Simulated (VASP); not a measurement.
```yaml
crystal:
  lattice:
    - [0.00000, 2.16579, 2.16579]
    - [2.16579, 0.00000, 2.16579]
    - [2.16579, 2.16579, 0.00000]
  atoms:
    - { symbol: Si, position: [0.00000, 0.00000, 0.00000] }
    - { symbol: C, position: [0.25000, 0.25000, 0.25000] }
```

Calculation: LDA (Ceperley-Alder, Perdew-Zunger), VASP's LDA PAW potentials (set 64) (plane waves; VASP). Numerical set-up: 520 eV cut-off, 12×12×12 Γ-centred mesh, tetrahedra with Blöchl corrections, potentials Si C.

Question: Tabulate the total density of states (states/eV per cell) against energy (eV; zero at the valence-band maximum or, without a gap, the Fermi level).

Answer: 
(E (eV), DOS (states/eV)): (-9.95, 0.00); (-9.71, 0.00); (-9.47, 0.00); (-9.23, 0.00); (-8.99, 0.00); (-8.75, 0.00); (-8.51, 0.04); (-8.27, 0.19); (-7.91, 0.31); (-7.67, 0.47); (-7.43, 0.77); (-7.19, 1.40); (-6.95, 0.80); (-6.71, 0.50); (-6.47, 0.44); (-6.23, 0.38); (-5.99, 0.31); (-5.75, 0.29); (-5.51, 0.42); (-5.27, 0.73); (-5.03, 0.67); (-4.79, 0.70); (-4.55, 0.68); (-4.19, 0.70); (-3.95, 0.76); (-3.71, 0.84); (-3.47, 0.96); (-3.23, 1.08); (-2.99, 1.10); (-2.75, 1.10); (-2.51, 1.06); (-2.27, 1.05); (-2.03, 1.08); (-1.79, 1.03); (-1.55, 1.07); (-1.31, 1.05); (-1.07, 0.88); (-0.71, 0.56); (-0.47, 0.44); (-0.23, 0.28); (0.01, 0.01); (0.25, 0.00); (0.49, 0.00); (0.73, 0.00); (0.97, 0.00); (1.21, 0.00); (1.45, 0.01); (1.69, 0.05); (1.93, 0.07); (2.17, 0.11); (2.41, 0.14); (2.65, 0.16); (3.01, 0.22); (3.25, 0.25); (3.49, 0.30); (3.73, 0.33); (3.97, 0.38); (4.21, 0.44); (4.45, 0.53); (4.69, 0.70)
Within 2 eV below the valence-band maximum the largest weight inside VASP's projection spheres is C p, then Si p.

The compound is SiC in the zinc blende structure. It was relaxed first.
